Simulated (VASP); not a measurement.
**AlN: energy against volume**

AlN (zinc blende, F-43m, 10.415 Å³/atom and stress up to 0.02 GPa in the relaxed cell, cube axes along x, y and z) under an equal strain ε along all three axes. r2SCAN in VASP (plane waves, PAW), 600 eV, 12×12×12 Γ-centred mesh, Gaussian smearing 0.05 eV; ions are relaxed, or left where forces stay under 0.02 eV/Å, within the symmetry of each cell.

Here V stands for volume and E for E less E0.

```csv
volume (Å³/atom),E less E0 (meV/atom),pressure (GPa)
9.5052,?,?
9.8022,26.92,14.45
9.9530,15.07,10.49
10.1053,6.75,6.77
10.2592,1.67,3.27
10.4146,0.00,-0.02
10.5716,1.45,-3.10
10.7302,5.88,-6.00
10.8904,13.18,-8.72
11.0521,23.21,-11.25
```

**Question.** Fit E against V with the third-order Birch-Murnaghan form, a cubic in V^(-2/3), and predict the withheld value at V = 9.5052.

**Answer.** With u = V^(-2/3) - 0.210, the rows have u = 0.008332, 0.006121, 0.003944, 0.001799, -0.000313, -0.002394, -0.004445, -0.006466, -0.008456. Least squares gives E = 0.076 + 281.50·u + 355092·u² - 231071·u³. Residuals (row less fit): -0.019, 0.020, 0.054, -0.060, -0.023, 0.010, 0.019, 0.016, -0.016; standard error 0.042 (degrees of freedom: 5). Its minimum lies at u = -0.000396, so V0 = (0.209604)^(-3/2) = 10.42. There d²E/du² = 710700 and d³E/du³ = -1386000, so B0 = (4/9) × 10.42^(-7/3) × 710700 × 0.160218 = 213 GPa (the last factor turns the table's units into GPa), and B0' = 4 + (2/3) × 0.209604 × (-1386000)/710700 = 3.7. B0' rests on the cubic coefficient alone and has a standard error of 0.1 from these residuals. At the withheld row, u = 0.012857, so E = 0.076 + 281.50 × 0.012857 + 355092 × 0.012857² - 231071 × 0.012857³ = 61.902 meV/atom. The calculation gives 61.79 meV/atom, 0.112 meV/atom below the prediction (0.2 % of the range of E in the table). The row lies outside the fitted rows, so this is an extrapolation. From the scatter of the fitted rows alone, a prediction at this place has a standard error of 0.202 meV/atom, so the miss is 0.6 times that.

Other structures, which can take over under pressure, weren't tried. The same form fitted to the pressure column gives B0' = 3.9; series where the two differ by over 0.4 aren't shown. AlN is here a metastable form; wurtzite is the usual one. Rows are the converged runs of the series near zero and its far end, less any whose ions stayed unrelaxed beside relaxed ones; series whose fitted rows scatter by over a few per cent of the range, as at a crossing or softening among them, aren't shown in this form.
